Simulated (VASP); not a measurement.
A run of VASP 6.6.1 is set up as follows.

The input INCAR:

```
SYSTEM = Ni
PREC = Accurate
ENCUT = 520
EDIFF = 1E-6
ISMEAR = 0
SIGMA = 0.1
LREAL = .False.
LASPH = .True.
NELM = 120
ALGO = Normal
ISIF = 3
LWAVE = .False.
LCHARG = .False.
ISPIN = 2
MAGMOM = 1
LORBIT = 11
LMAXMIX = 4
GGA = PE
IBRION = 2
NSW = 90
EDIFFG = -0.01
```

The input KPOINTS:

```
regular mesh
0
Gamma
  21 21 21
  0 0 0
```

The input POSCAR:

```
Ni
1.0
    0.0000000000      1.7619350000      1.7619350000
    1.7619350000      0.0000000000      1.7619350000
    1.7619350000      1.7619350000      0.0000000000
Ni
1
Direct
    0.0000000000      0.0000000000      0.0000000000
```

Potentials or basis: VASP PAW PBE potentials, release 64 (Ni).

Command:

```console
$ cat potpaw_PBE.64/Ni/POTCAR > POTCAR
$ mpirun -np 1 vasp_std > vasp.out
```

Question: What does it give for the relaxed cell?

Answer: a = 2.487 Å, b = 2.487 Å, c = 2.487 Å, α = 60.00°, β = 60.00°, γ = 60.00°.

Question: Predict the relaxed volume.

Answer: 10.88 Å³/atom.

Question: Estimate the band gap on the k mesh.

Answer: None (metal or under the smearing width).

Final structure:
```yaml
crystal:
  lattice:
    - [0.00000, 1.75884, 1.75884]
    - [1.75884, 0.00000, 1.75884]
    - [1.75884, 1.75884, 0.00000]
  atoms:
    - { symbol: Ni, position: [0.00000, 0.00000, 0.00000] }
```
